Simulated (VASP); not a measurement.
Here is the system:

```
SrTiO3
1.0
    3.97717     0.00000     0.00000
    0.00000     3.97717     0.00000
    0.00000     0.00000     3.97717
Sr Ti O
1 1 3
Cartesian
  0.00000   0.00000   0.00000
  1.98859   1.98859   1.98859
  1.98859   0.00000   1.98859
  0.00000   1.98859   1.98859
  1.98859   1.98859   0.00000
```

The numbers are results of AM05 GGA, VASP's PBE PAW potentials (set 64) (plane waves; VASP), not measurements. Settings: 520 eV cut-off, 6×6×6 Γ-centred mesh, Gaussian smearing of 0.050 eV, potentials Sr_sv Ti_sv O.

Problem. Give the stress tensor in GPa (positive for a compressed cell).

Solution. 
```
-9.21   0.00   0.00
 0.00  -9.21   0.00
 0.00   0.00  -9.21
```
The pressure is its mean diagonal, -9.21 GPa.

The compound is SrTiO3 in the cubic perovskite structure, the ideal cubic form; the compound distorts at low or room temperature. This cell is one point of a volume scan, at 1.06 of the reference volume.
